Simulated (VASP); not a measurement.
Here is the system:

```
CELL_PARAMETERS angstrom
      0.00000     1.96000     1.96000
      1.96000     0.00000     1.96000
      1.96000     1.96000     0.00000
ATOMIC_POSITIONS crystal
  Pt 0.00000 0.00000 0.00000
```

Computed with PBE GGA, VASP's PBE PAW potentials (set 64) (plane waves; VASP 6.6.1). Settings: 400 eV cut-off, 14×14×14 Monkhorst-Pack mesh, first-order Methfessel-Paxton smearing of 0.10 eV, potentials Pt.

Give the stress tensor in GPa (positive for a compressed cell).

```
9.87  0.00  0.00
0.00  9.87  0.00
0.00  0.00  9.87
```
The pressure is its mean diagonal, 9.87 GPa.

The compound is Pt in the fcc structure. The cell was not relaxed at this level. The run is one of a series of settings (KPOINTS 14×14×14 Monkhorst-Pack mesh against the base run), some of them coarse on purpose.
